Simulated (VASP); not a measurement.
Crystal: Hf2ZrGe3.

```
Zr Hf Ge
1.0
     4.07842    0.00000    0.00000
    -2.03921    3.53202    0.00000
     0.00000    0.00000    8.56636
Zr Hf Ge
1 2 3
Direct
  0.00000 0.00000 0.00000
  0.66667 0.33333 0.24787
  0.66667 0.33333 0.75213
  0.00000 0.00000 0.50000
  0.33333 0.66667 0.00000
  0.33333 0.66667 0.50000
```

The cell was built by a generator and needn't be a form met in nature.

- Program: VASP 6.6.1
- Task: relaxation of cell and atoms
- Functional: PBE
- Potentials or basis: VASP PAW PBE potentials, release 64 (Zr_sv, Hf_pv, Ge_d)
- Cutoff: 520 eV
- k mesh: 5 × 5 × 2
- Occupations: gaussian, width 0.15 eV
- Spin: no spin polarisation

At the start: pressure 8.7 GPa; volume 20.57 Å³/atom.

**Question.** Where does the relaxation end?

**Answer.** Over 16 steps the energy falls by 639.5 meV/atom and the volume is 19.30 Å³/atom (-6.2 %); space group P-6m2 (No. 187, to 0.05 Å).

Step by step:
```tsv
step	energy change (eV)	largest force (eV/Å)	pressure (GPa)	volume (Å³)
1	0.0000	0.5585	8.72	123.40
2	-1.1232	0.6648	-8.66	143.31
3	-1.1587	0.6715	-6.67	139.20
4	-2.2707	1.0004	-4.11	128.17
5	3.4742	8.2160	58.08	89.17
6	-2.2523	1.0888	-2.24	124.32
7	-3.6307	0.0165	5.94	107.64
8	-3.6842	0.3090	5.74	110.12
9	-3.6831	0.2060	6.14	109.40
10	-2.9675	2.0136	0.41	114.81
11	-3.7523	0.0035	5.69	110.79
12	-3.7426	0.2314	3.78	111.23
13	-3.7486	0.1573	3.73	111.02
14	-3.7576	0.0902	4.39	110.89
15	-3.7901	0.0848	-3.71	119.42
16	-3.8367	0.0304	-0.49	115.78
```

Final structure:
```xyz
6
Lattice="4.7381 0.0000 0.0000 -2.3690 4.1033 0.0000 0.0000 0.0000 5.9553" Properties=species:S:1:pos:R:3 pbc="T T T"
Zr    0.0000    0.0000    0.0000
Hf    2.3690    1.3678    1.5251
Hf    2.3690    1.3678    4.4303
Ge    0.0000    0.0000    2.9777
Ge    0.0000    2.7355    0.0000
Ge    0.0000    2.7355    2.9777
```

Caveat: the k mesh is coarse (spacing up to 0.37 Å⁻¹), so the values aren't converged; the relaxation stopped at a loose force limit of 0.08 eV/Å, so its end isn't a converged minimum.
